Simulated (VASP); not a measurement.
Data:

```
CELL_PARAMETERS angstrom
      2.68588     0.00000     0.00000
      0.00000     2.68588     0.00000
      0.00000     0.00000     3.71297
ATOMIC_POSITIONS crystal
  Fe 0.00000 0.00000 0.00000
  Pt 0.50000 0.50000 0.50000
```
Starting moments (μB, in the order of the record's atoms Fe Pt): 2.9 0.3.

All values below come from PBEsol GGA, VASP's PBE PAW potentials (set 64) (plane waves; VASP). Numerical set-up: 400 eV cut-off, 12×12×9 Γ-centred mesh, first-order Methfessel-Paxton smearing of 0.10 eV, potentials Fe Pt.

Unless said otherwise, spin-orbit coupling is left out, though it shifts the bands of the heavy elements here.

### Question
Estimate the cell moment, energy per atom (σ→0), band gap (on the k-mesh) with the smallest direct gap where there is one.

### Answer

| Quantity | Value |
|---|---|
| band gap (on the k-mesh) | none (metal, semimetal or under 0.01 eV) |
| cell moment | 3.20 μB |
| energy per atom (σ→0) | -8.144 eV/atom |

### Question
Give the moment on each site (PAW-sphere projection).

### Answer

| site | moment (μB) |
|---|---|
| Fe1 | 2.85 |
| Pt2 | 0.31 |

Total energies compare only between runs with the same potentials, cut-off and functional.

The compound is FePt in the L1_0 structure. It was relaxed first. The start is the result of an earlier pass.
